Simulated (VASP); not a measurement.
Crystal: Si.

```
Si
1.0
     0.00000    2.73431    2.73431
     2.73431    0.00000    2.73431
     2.73431    2.73431    0.00000
Si
2
Direct
  0.00000 0.00000 0.00000
  0.25000 0.25000 0.25000
```

The cell was built by a generator and needn't be a form met in nature.

Program: VASP 6.6.1. Alike in all runs: task band structure; potentials or basis VASP PAW PBE potentials, release 64 (Si); no spin polarisation; cell as given; cutoff (eV) 520; smearing gaussian 0.02 eV.

**Question.** Order these runs on this cell by their band gap on the k mesh, lowest first.
A. level PBE0; k mesh 6 × 6 × 6; grid for exact exchange (PRECFOCK) Fast; exchange at q = 0 truncated
B. level HSE06; k mesh 6 × 6 × 6; grid for exact exchange (PRECFOCK) Fast; screening parameter 0.2 1/A
C. level r2SCAN; k mesh 10 × 10 × 10

**Answer.** C (0.81 eV), B (1.35 eV), A (1.99 eV).

Caveats: the mesh misses the band edges, which the band path finds closer together (some runs).

Runs at the PBE level aren't shown here.
